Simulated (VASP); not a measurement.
Data:

```yaml
crystal:
  lattice:
    - [4.22825, 0.00000, 0.00000]
    - [0.00000, 4.22825, 0.00000]
    - [0.00000, 0.00000, 4.22825]
  atoms:
    - { symbol: K, position: [0.00000, 0.00000, 0.00000] }
    - { symbol: I, position: [0.50000, 0.50000, 0.50000] }
```

The numbers are results of PBEsol GGA, VASP's PBE PAW potentials (set 64) (plane waves; VASP), not measurements. Settings: 400 eV cut-off, 7×7×7 Γ-centred mesh, tetrahedra with Blöchl corrections, potentials K_sv I.

**Question.** Predict the energy per atom (σ→0).

**Answer.** 
The energy per atom (σ→0) is -2.864 eV/atom.

Total energies compare only between runs with the same potentials, cut-off and functional.

The structure was generated: KI was put into the CsCl type type (Pm-3m), which need not be its known phase. It was relaxed first, which changed the volume by -14 %.
